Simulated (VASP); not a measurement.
Given:

```xyz
3
Lattice="2.1009 3.6181 -0.0075 2.1009 -3.6181 0.0075 0.0000 0.0093 -5.1886" Properties=species:S:1:pos:R:3 pbc="T T T"
Te     2.1009    -1.2864    -3.6836
Te     2.1009     1.2958    -1.5050
Au     0.0000     0.0000     0.0000
```

Calculation: r2SCAN meta-GGA, VASP's PBE PAW potentials (set 64) (plane waves; VASP 6.6.1). Settings: 400 eV cut-off, 10×10×7 Γ-centred mesh, tetrahedra with Blöchl corrections, potentials Te Au.

Task: Give the energies of bands 3 to 14 at the high-symmetry points, in eV from the Fermi level.

Result: 
```csv
band,Γ,C,Y2,M2,D,A,V2
3,-6.65,-6.60,-6.82,-6.70,-5.96,-5.93,-6.40
4,-5.98,-5.88,-5.36,-5.68,-5.91,-5.73,-5.62
5,-5.88,-5.75,-5.09,-5.62,-5.46,-5.05,-5.33
6,-4.75,-4.91,-4.58,-5.15,-4.84,-4.77,-4.55
7,-4.74,-4.88,-4.54,-4.59,-4.76,-4.74,-4.41
8,-3.87,-4.59,-3.92,-4.57,-4.57,-2.27,-3.76
9,-0.83,-2.37,-3.75,-4.31,-4.45,-2.10,-3.70
10,-0.72,-1.63,-3.62,-1.72,-3.79,-1.81,-3.48
11,-0.13,-1.48,-2.63,-1.21,-3.69,-1.57,-2.64
12,-0.10,-1.27,-0.65,-0.92,2.16,1.29,-1.22
13,1.12,-0.97,1.80,0.16,2.25,1.34,1.88
14,3.25,1.62,3.82,4.34,5.18,4.47,3.89
```

It has no gap at this level: it comes out as a metal or semimetal.

The compound is Te2Au in the sg12 structure. It was relaxed first. The electron count is odd and the run is not spin-polarised, which forces a metal.
